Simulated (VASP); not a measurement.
OSZICAR of a VASP run on YP (a trial cell in the wurtzite structure, space group P6_3mc):

OSZICAR:
```
       N       E                     dE             d eps       ncg     rms          rms(c)
DAV:   1     0.142074847377E+03    0.14207E+03   -0.13290E+04   400   0.119E+03
DAV:   2    -0.174475095503E+02   -0.15952E+03   -0.15181E+03   520   0.281E+02
DAV:   3    -0.305442210761E+02   -0.13097E+02   -0.13020E+02   664   0.563E+01
DAV:   4    -0.313581482532E+02   -0.81393E+00   -0.81236E+00   580   0.135E+01
DAV:   5    -0.313806615547E+02   -0.22513E-01   -0.22510E-01   572   0.221E+00    0.425E+01
DAV:   6    -0.281993461039E+02    0.31813E+01   -0.95447E+00   436   0.125E+01    0.295E+01
DAV:   7    -0.283378525001E+02   -0.13851E+00   -0.54692E+00   632   0.916E+00    0.735E+00
DAV:   8    -0.281892402953E+02    0.14861E+00   -0.19710E+00   432   0.596E+00    0.142E+00
DAV:   9    -0.281767574078E+02    0.12483E-01   -0.18287E-01   552   0.197E+00    0.696E-01
DAV:  10    -0.281760886334E+02    0.66877E-03   -0.65237E-03   676   0.479E-01    0.527E-01
DAV:  11    -0.281761266907E+02   -0.38057E-04   -0.27532E-03   544   0.267E-01    0.169E-01
DAV:  12    -0.281761672873E+02   -0.40597E-04   -0.17006E-04   496   0.940E-02    0.272E-02
DAV:  13    -0.281761752707E+02   -0.79834E-05   -0.48458E-05   536   0.336E-02    0.128E-02
DAV:  14    -0.281761773051E+02   -0.20344E-05   -0.33988E-06   388   0.983E-03    0.782E-03
DAV:  15    -0.281761772542E+02    0.50875E-07   -0.19362E-07   316   0.305E-03
   1 F= -.28176177E+02 E0= -.28176177E+02  d E =-.324991E-13
```

Which electronic solver shows in the log?

It is blocked Davidson (ALGO = Normal, or the opening steps of other solvers). The INCAR had ALGO = Normal.

Can the final energy be trusted as converged?

The calculation finished and met its thresholds. It stopped with EDIFF = 1E-6, NELM = 100 (PBE GGA, plane waves, VASP's PBE PAW potentials (set 64)).

The structure was generated: YP was put into the wurtzite type (P6_3mc), which need not be its known phase. The cell was not relaxed at this level.
